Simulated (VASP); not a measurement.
A run of VASP 6.6.1:

File INCAR:

```
ALGO     = Fast           # electronic algorithm
EDIFF    = 1E-6           # SCF threshold, eV
ENCUT    = 520            # plane-wave cutoff, eV
GGA      = PE             # functional
ISIF     = 2              # what is computed and relaxed
ISMEAR   = 0              # smearing method
LASPH    = T              # aspherical terms in the spheres
LCHARG   = T              # write CHGCAR
LELF     = T              # ELF
LREAL    = F              # projectors in reciprocal space
LVHAR    = T            
LWAVE    = F              # write WAVECAR
NBANDS   = 23             # bands
NELM     = 60             # most SCF steps
PREC     = Accurate       # precision mode
SIGMA    = 0.1            # smearing width, eV
```

The input KPOINTS:

```
k-points
0
Gamma
  3 3 4
```

Contents of POSCAR:

```
Li2GeH6
1.0
    5.8835700000      0.0000000000      0.0000000000
   -2.9417850000      5.0953210800      0.0000000000
    0.0000000000      0.0000000000      4.9421988000
Li Ge H
2 1 6
Direct
    0.3333333300      0.6666666700      0.7500000000
    0.6666666700      0.3333333300      0.2500000000
    0.0000000000      0.0000000000      0.0000000000
    0.8333333300      0.6666666700      0.7500000000
    0.3333333300      0.1666666700      0.7500000000
    0.8333333300      0.1666666700      0.7500000000
    0.1666666700      0.3333333300      0.2500000000
    0.6666666700      0.8333333300      0.2500000000
    0.1666666700      0.8333333300      0.2500000000
```

Potentials or basis: VASP PAW PBE potentials, release 64 (Li_sv, Ge_d, H).

Run with:

```bash
$ cat potpaw_PBE.64/Li_sv/POTCAR potpaw_PBE.64/Ge_d/POTCAR potpaw_PBE.64/H/POTCAR > POTCAR
$ mpirun -np 1 vasp_std > vasp.out
```

Hardware: 1 thread of Intel(R) Xeon(R) 6975P-C (Granite Rapids), with other jobs on the host.

Question: How long does it take, and how much memory?

Answer: Wall time 41 s on 1 thread of Intel(R) Xeon(R) 6975P-C (Granite Rapids), with other jobs on the host, peak memory 0.3 GiB. Counts: scf iterations 19, k points 10.
